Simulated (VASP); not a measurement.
Input:

```xyz
4
Lattice="-1.6699 1.6699 3.8010 1.6699 -1.6699 3.8010 1.6533 1.6533 -3.8010" Properties=species:S:1:pos:R:3 pbc="T T T"
Co     0.0000     0.0000     5.3816
Co     1.6616    -0.0083     3.4811
Si     0.0000     0.0000     1.5818
Si    -0.0083     1.6616     3.4823
```

Computed with PBEsol GGA, VASP's PBE PAW potentials (set 64) (plane waves; VASP). Numerical set-up: 480 eV cut-off, 12×12×12 Γ-centred mesh, first-order Methfessel-Paxton smearing of 0.10 eV, potentials Co Si.

Give the stress tensor in GPa (positive for a compressed cell).

```
0.33  1.53  0.00
1.53  0.33  0.00
0.00  0.00  0.14
```
The pressure is its mean diagonal, 0.27 GPa.

The structure was generated: CoSi was put into the NbAs type (I4_1md), which need not be its known phase. This cell was strained or had an atom moved on purpose. The run is not spin-polarised, so no magnetic state was tried.
